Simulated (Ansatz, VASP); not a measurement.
## One calculation of ScB2N3, two programs

```
Sc B N
1.0
     2.44737    1.41299    3.69819
    -2.44737    1.41299    3.69819
     0.00000   -2.82597    3.69819
Sc B N
1 2 3
Direct
  0.00000 0.00000 0.00000
  0.80510 0.80510 0.80510
  0.19490 0.19490 0.19490
  0.00000 0.50000 0.00000
  0.50000 0.00000 0.00000
  0.00000 0.00000 0.50000
```

Change from the starting cell: species swapped into the Ta2MnV3 type (R-3m, No. 166).

Alike in both runs: functional PBE; k mesh 6 × 6 × 6; occupations gaussian, width 0.1 eV; no spin polarisation.

Ansatz relaxed the structure, and its values are those at the end. VASP's run is a single point on that final structure, the one shown.

|  | VASP | Ansatz |
| --- | --- | --- |
| version | VASP 6.6.1 | Ansatz 0.2.0 |
| potentials or method | VASP PAW PBE potentials, release 64 (Sc_sv, B, N) | scalar-relativistic, plane waves, PAW |
| plane-wave cutoff (eV) | 520 | 420 |
| valence electrons in the cell | 32 | 32 |

VASP gave:

* gap on the k mesh at the Fermi level (eV): none
* pressure (GPa): 0.5
* rms of the force components (eV/Å): 0.017

Estimate Ansatz's values.

gap on the k mesh at the Fermi level (eV): none; pressure (GPa): 0.3; rms of the force components (eV/Å): 0.008.

A gap of «none» marks a metal or a gap that the smearing closes. With one functional, cell and mesh, what is left measures potentials, basis and numerics.
